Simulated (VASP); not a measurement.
```
CuCl
1.0
    0.00000     2.51546     2.51546
    2.51546     0.00000     2.51546
    2.51546     2.51546     0.00000
Cu Cl
1 1
Direct
  0.00000   0.00000   0.00000
  0.25000   0.25000   0.25000
```

Method: PBE GGA, VASP's PBE PAW potentials (set 64) (plane waves; VASP). Settings: 500 eV cut-off, 9×9×9 Γ-centred mesh, Gaussian smearing of 0.050 eV, potentials Cu Cl.

### Question
Predict the energy per atom (σ→0), pressure, band gap (on the k-mesh) with the smallest direct gap where there is one.

### Answer

```json
{
 "band gap (on the k-mesh)": "1.05 eV",
 "smallest direct gap (on the k-mesh)": "1.05 eV",
 "energy per atom (σ→0)": "-2.969 eV/atom",
 "pressure": "19.83 GPa"
}
```

Only differences to runs with the same potentials and settings are physical.

The compound is CuCl in the zinc blende structure. It was relaxed first under an external pressure of 20 GPa.
